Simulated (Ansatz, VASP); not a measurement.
# ZrTa2: VASP beside Ansatz

```xyz
6
Lattice="0.0000 3.9411 3.9411 3.9411 0.0000 3.9411 3.9411 3.9411 0.0000" Properties=species:S:1:pos:R:3 pbc="T T T"
Zr    0.0000    0.0000    0.0000
Zr    1.9705    1.9705    1.9705
Ta    4.9263    4.9263    4.9263
Ta    4.9263    2.9558    2.9558
Ta    2.9558    2.9558    4.9263
Ta    2.9558    4.9263    2.9558
```

Alike in both runs: functional PBE; k mesh 4 × 4 × 4; occupations gaussian, width 0.1 eV; no spin polarisation.

Ansatz relaxed the structure, and its values are those at the end. VASP's run is a single point on that final structure, the one shown.

|  | VASP | Ansatz |
| --- | --- | --- |
| version | VASP 6.6.1 | Ansatz 0.2.0 |
| potentials or method | VASP PAW PBE potentials, release 64 (Zr_sv, Ta_pv) | scalar-relativistic, plane waves, PAW |
| plane-wave cutoff (eV) | 520 | 420 |
| valence electrons in the cell | 68 | 76 |

```tsv
	VASP	Ansatz	Ansatz less VASP
gap on the k mesh at the Fermi level (eV)	none	none	-
pressure (GPa)	0.0	0.0	-0.08
```

A gap of «none» marks a metal or a gap that the smearing closes. The two sets of potentials don't hold the same shells in valence.

Spin-orbit coupling is left out, which matters for the levels of Ta.
